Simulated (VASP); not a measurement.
A run of VASP 6.6.1 is set up as follows.

Contents of INCAR:

```
ALGO = Normal
EDIFF = 1E-6
ENCUT = 520
GGA = PE
ISIF = 2
ISMEAR = 0
ISPIN = 2
LASPH = T
LCHARG = F
LMAXMIX = 4
LORBIT = 11
LREAL = F
LWAVE = F
MAGMOM = 0 1.5 1.5 0 0 0
NBANDS = 39
NELM = 150
PREC = Accurate
SIGMA = 0.1
```

KPOINTS

```
k-points
0
Gamma
  6 6 10
```

Contents of POSCAR:

```
SrZr2O3
1.0
    5.4820590000      0.0000000000      0.0000000000
   -2.7410290000      4.7476020000      0.0000000000
    0.0000000000      0.0000000000      3.2643800000
Sr Zr O
1 2 3
Direct
    0.0000000000      0.0000000000      0.0000000000
    0.3333330000      0.6666670000      0.5000000000
    0.6666670000      0.3333330000      0.5000000000
    0.5000000000      0.0000000000      0.0000000000
    0.0000000000      0.5000000000      0.0000000000
    0.5000000000      0.5000000000      0.0000000000
```

Potentials or basis: VASP PAW PBE potentials, release 64 (Sr_sv, Zr_sv, O).

Command:

```sh
$ cat potpaw_PBE.64/Sr_sv/POTCAR potpaw_PBE.64/Zr_sv/POTCAR potpaw_PBE.64/O/POTCAR > POTCAR
$ mpirun -np 1 vasp_std > vasp.out
```

Question: Estimate the pressure.

Answer: 0.0 GPa.

Question: Estimate the net moment.

Answer: 0.00 μB per cell.

Question: Predict the band gap on the k mesh.

Answer: None (metal or under the smearing width).
